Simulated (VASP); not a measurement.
An input for Quantum ESPRESSO's pw.x (written as the equivalent of a VASP run, and not itself run):

```
&CONTROL
  calculation = 'vc-relax'
  pseudo_dir = './pseudo'
  outdir = './out'
  tprnfor = .true.
  tstress = .true.
  nstep = 60
  forc_conv_thr = 0.00078
/
&SYSTEM
  ibrav = 0
  nat = 3
  ntyp = 2
  ecutwfc = 84
  occupations = 'smearing'
  smearing = 'gaussian'
  degauss = 0.003675
  input_dft = 'vdw-df-cx'
/
&ELECTRONS
  conv_thr = 7.3e-08
  electron_maxstep = 100
/
&IONS
/
&CELL
/
ATOMIC_SPECIES
  Pb 207.200 Pb.upf
  F 18.998 F.upf
CELL_PARAMETERS angstrom
     0.0000000    2.9420447    2.9420447
     2.9420447    0.0000000    2.9420447
     2.9420447    2.9420447    0.0000000
ATOMIC_POSITIONS crystal
  Pb   1.0000000  1.0000000  0.0000000
  F    0.2500000  0.2500000  0.2500000
  F    0.7500000  0.7500000  0.7500000
K_POINTS automatic
  6 6 6 0 0 0
```

### Question
Translate this input to VASP (INCAR, KPOINTS, POSCAR, choice of POTCAR).

### Answer
Several could match; the one computed here: 
### INCAR
```
SYSTEM = PbF2
PREC = Accurate
ENCUT = 520
EDIFF = 1E-6
NELM = 100
ALGO = Normal
LREAL = .FALSE.
LASPH = .TRUE.
ISMEAR = 0
SIGMA = 0.05
GGA = CX
LUSE_VDW = .TRUE.
AGGAC = 0.0
LMAXMIX = 4
LWAVE = .FALSE.
LCHARG = .FALSE.
IBRION = 2
ISIF = 3
NSW = 60
EDIFFG = -0.02
```

File POSCAR:
```
PbF2
1
    0.0000000000     2.9420447209     2.9420447209
    2.9420447209     0.0000000000     2.9420447209
    2.9420447209     2.9420447209     0.0000000000
Pb F
1 2
Direct
  1.0000000000   1.0000000000   0.0000000000
  0.2500000000   0.2500000000   0.2500000000
  0.7500000000   0.7500000000   0.7500000000
```

**KPOINTS**
```
Automatic mesh
0
Gamma
6 6 6
0 0 0
```

POTCAR, in this order: Pb_d F (PBE.64 set). Program: vasp_std.

Limits of the translation: the potentials are each code's own (VASP's PAW set, PseudoDojo norm-conserving files in pw.x), so ENCUT and ecutwfc are chosen apart and not converted; conv_thr bounds pw.x's estimated SCF error, while EDIFF bounds the energy change between steps; forc_conv_thr acts on force components and is met together with etot_conv_thr.

The compound is PbF2 in the fluorite structure, the β form. This run relaxes it. Symmetry was kept, so distortions that lower it aren't found.
